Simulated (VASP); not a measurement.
```
CELL_PARAMETERS angstrom
      2.99298     0.00000     0.00000
     -1.49649     2.59199     0.00000
      0.00000     0.00000     5.07179
ATOMIC_POSITIONS crystal
  Rh 0.00000 0.00000 0.00000
  Rh 0.00000 0.00000 0.50000
  N  0.33333 0.66667 0.25000
  N  0.66667 0.33333 0.75000
```

Calculation: PBEsol GGA, VASP's PBE PAW potentials (set 64) (plane waves; VASP). Numerical set-up: 520 eV cut-off, 13×13×7 Γ-centred mesh, tetrahedra with Blöchl corrections, potentials Rh_pv N.

The cores are frozen, which limits the accuracy of field gradients.

Q: Give the principal components of the electric field gradient (V/Å²) and the asymmetry η at each nucleus.

A: 
| atom | Vxx | Vyy | Vzz | η |
|---|---|---|---|---|
| Rh1 | -13.7 | -13.7 | 27.5 | 0.00 |
| Rh2 | -13.7 | -13.7 | 27.5 | 0.00 |
| N3 | -5.2 | -5.2 | 10.4 | 0.00 |
| N4 | -5.2 | -5.2 | 10.4 | 0.00 |

The structure was generated: RhN was put into the NiAs type type (P6_3/mmc), which need not be its known phase. It was relaxed first, which changed the volume by -16 %.
